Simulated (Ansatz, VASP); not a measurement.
## AlNi3Sb: VASP beside Ansatz

```
CELL_PARAMETERS angstrom
4.11901 0.00000 0.00000
-2.05951 3.56717 0.00000
0.00000 0.00000 4.93846
ATOMIC_POSITIONS crystal
Sb 0.33333 0.66667 0.50000
Ni 0.66667 0.33333 0.50000
Ni 0.00000 0.00000 0.24426
Ni 0.00000 0.00000 0.75574
Al 0.66667 0.33333 0.00000
```

The cell comes from a database or a generator and needn't be the stable form of this composition.

Alike in both runs: task single point; functional PBE; k mesh 8 × 8 × 6; occupations fermi-dirac, width 0.05 eV; collinear spin, ferromagnetic start.

```csv
,VASP,Ansatz
version,VASP 6.6.1,Ansatz 0.2.0
potentials or method,"VASP PAW PBE potentials, release 64 (Sb, Ni, Al)",Ansatz PAW
plane-wave cutoff (eV),520,420
valence electrons in the cell,38,72
```

```csv
,VASP,Ansatz,Ansatz less VASP
gap on the k mesh at the Fermi level (eV),none,none,-
pressure (GPa),1.4,1.5,+0.10
largest component of the traceless stress (GPa),0.08,0.03,-0.044
rms of the force components (eV/Å),0.029,0.027,-0.0019
net moment per atom (μB),0.00,0.00,0.000
```

Atom by atom the forces differ by 0.002 eV/Å (rms over components). A gap of «none» marks a metal or a gap that the smearing closes. The functional is the same, so the differences come from potentials, cutoffs and numerics. The two sets of potentials don't hold the same shells in valence.

Caveats: the starting moments weren't kept (Ansatz). Spin-orbit coupling is left out, which matters for the levels of Sb.
